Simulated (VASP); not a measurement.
Here is the system:

```xyz
1
Lattice="-1.7015 1.7015 1.7015 1.7015 -1.7015 1.7015 1.7015 1.7015 -1.7015" Properties=species:S:1:pos:R:3 pbc="T T T"
Li     0.0000     0.0000     0.0000
```

These are PBE GGA, VASP's PBE PAW potentials (set 64) (plane waves; VASP) values and carry that method's errors. Run with PREC = Normal, EDIFF = 1E-5, 400 eV cut-off, 17×17×17 Γ-centred mesh, first-order Methfessel-Paxton smearing of 0.10 eV, potentials Li_sv.

At this cut-off the stress carries a Pulay error, which pulls relaxed volumes low.

Q: Estimate the energy per atom (σ→0), pressure, band gap (on the k-mesh) with the smallest direct gap where there is one.

A: 
| Item | Value |
|---|---|
| band gap (on the k-mesh) | none (metal, semimetal or under 0.01 eV) |
| energy per atom (σ→0) | -1.915 eV/atom |
| pressure | -31.9 kbar |

Only differences to runs with the same potentials and settings are physical.

The compound is Li in the bcc structure. It was relaxed first, which changed the volume by -7 %.
